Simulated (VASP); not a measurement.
A convergence study with VASP on CsCl (CsCl type): one setting is varied, all else stays as given below, so the limit is that of these other settings.

```
CELL_PARAMETERS angstrom
      4.12000     0.00000     0.00000
      0.00000     4.12000     0.00000
      0.00000     0.00000     4.12000
ATOMIC_POSITIONS crystal
  Cs 0.00000 0.00000 0.00000
  Cl 0.50000 0.50000 0.50000
```

These are PBE GGA, VASP's PBE PAW potentials (set 64) (plane waves; VASP 6.6.1) values and carry that method's errors. The tightest run used: 550 eV cut-off, 15×15×15 Γ-centred mesh, Gaussian smearing of 0.050 eV, potentials Cs_sv Cl.

```json
[
 {"setting": "1×1×1 mesh", "E (eV/atom)": "-1.1177", "pressure (GPa)": "21.08", "irreducible k-points": "1"},
 {"setting": "2×2×2 mesh", "E (eV/atom)": "-3.1992", "pressure (GPa)": "1.99", "irreducible k-points": "4"},
 {"setting": "3×3×3 mesh", "E (eV/atom)": "-3.2602", "pressure (GPa)": "1.13", "irreducible k-points": "4"}
]
```

**Question.** These are the cheaper rows. Estimate the results at 15×15×15 mesh, and how far the last row shown lies from them.

**Answer.** 
```
quantity        tightest run  last row shown is off by
--------------  ------------  ------------------------
E (eV/atom)          -3.2630                    0.0029
pressure (GPa)          1.09                      0.04
```

Left out are rungs that failed or repeat a setting and relaxations that didn't move; long series are thinned to 24 rows.

The compound is CsCl in the CsCl type structure. The cell was not relaxed at this level.
